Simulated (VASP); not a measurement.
Consider the following.

```
BeS
1.0
    3.44380     0.00000     0.00000
   -1.72190     2.98241     0.00000
    0.00000     0.00000    16.91385
Be S
6 6
Direct
  0.00000   0.00000   0.99991
  0.00000   0.00000   0.49991
  0.66667   0.33333   0.83289
  0.33333   0.66667   0.33289
  0.66667   0.33333   0.16649
  0.33333   0.66667   0.66649
  0.00000   0.00000   0.87457
  0.00000   0.00000   0.37457
  0.66667   0.33333   0.70810
  0.33333   0.66667   0.20810
  0.66667   0.33333   0.04174
  0.33333   0.66667   0.54174
```

Computed with r2SCAN meta-GGA, VASP's PBE PAW potentials (set 64) (plane waves; VASP 6.6.1). Settings: 400 eV cut-off, 8×8×2 Γ-centred mesh, tetrahedra with Blöchl corrections, potentials Be S.

Q: Give the energies of bands 14 to 27 at the high-symmetry points, in eV from the valence-band maximum.

A: 
```
band      Γ      M      K      A      L      H
----  -----  -----  -----  -----  -----  -----
14    -0.88  -3.30  -4.36  -1.02  -3.17  -4.12
15    -0.88  -2.68  -4.17  -0.63  -2.63  -3.84
16    -0.83  -2.52  -3.52  -0.63  -2.63  -3.84
17    -0.83  -2.36  -3.40  -0.61  -2.60  -3.58
18    -0.35  -2.35  -3.40  -0.61  -2.60  -3.58
19    -0.35  -2.29  -2.55  -0.61  -1.99  -2.39
20    -0.30  -1.81  -2.55  -0.61  -1.99  -2.39
21    -0.30  -1.58  -2.41  -0.09  -1.49  -2.13
22    -0.04  -1.57  -1.91  -0.09  -1.49  -2.13
23     0.00  -1.37  -1.80  -0.09  -1.21  -1.88
24     0.00  -1.06  -1.80  -0.09  -1.21  -1.88
25     5.90   4.00   5.09   5.91   4.06   5.24
26     5.92   4.18   5.09   5.91   4.06   5.24
27     6.12   4.83   5.32   6.14   4.97   5.79
```

The gap is indirect, 4.00 eV, from the valence maximum at Γ to the conduction minimum at M.

The structure was generated: BeS was put into the 6H type (P6_3mc), which need not be its known phase. It was relaxed first.
